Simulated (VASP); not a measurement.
An input for Ansatz (written as the equivalent of a VASP run, and not itself run):

Ansatz 0.2 input:
```yaml
crystal:
  lattice:
    - [0.0000000, 1.7883427, 1.7883427]
    - [1.7883427, 0.0000000, 1.7883427]
    - [1.7883427, 1.7883427, 0.0000000]
  atoms:
    - { symbol: Cu, position: [0.0000000, 0.0000000, 0.0000000] }
kpoints:
  mp_grid: { grid: [17, 17, 17] }
hamiltonian:
  xc: r2scan
  pseudopotentials: { kind: paw }
scf:
  occupations: { method: methfessel_paxton, width: 0.1 }
  max_iter: 100
relax:
  max_steps: 40
  f_tol: 0.02
  cell: {}
output: { forces: true, stress: true, eigenvalues: true }
```

Question: Write the VASP files for the same calculation (r2SCAN).

Answer: Several could match; the one computed here: 
KPOINTS:
```
Regular mesh
0
G
  17 17 17
0 0 0
```

POSCAR:
```
Cu
1
    0.0000000000     1.7883426934     1.7883426934
    1.7883426934     0.0000000000     1.7883426934
    1.7883426934     1.7883426934     0.0000000000
Cu
1
Direct
  0.0000000000   0.0000000000   0.0000000000
```

INCAR:
```
SYSTEM = Cu
PREC = Accurate
ENCUT = 500
EDIFF = 1E-6
NELM = 100
ALGO = Normal
LREAL = .FALSE.
LASPH = .TRUE.
ISMEAR = 1
SIGMA = 0.1
METAGGA = R2SCAN
LMIXTAU = .TRUE.
LMAXMIX = 4
LWAVE = .FALSE.
LCHARG = .FALSE.
IBRION = 2
ISIF = 3
NSW = 40
EDIFFG = -0.02
```

POTCAR, in this order: Cu (PBE.64 set). Program: vasp_std.

The two are equivalent in intent, not identical: each code has its own PAW files, so the cut-off isn't converted (ENCUT is set for VASP's; basis.ecutwfc is left out, and Ansatz then takes the one that its files recommend); Ansatz stops its SCF on the density residual and VASP on the energy change (EDIFF).

The compound is Cu in the fcc structure. This run relaxes it. Symmetry was kept, so distortions that lower it aren't found.
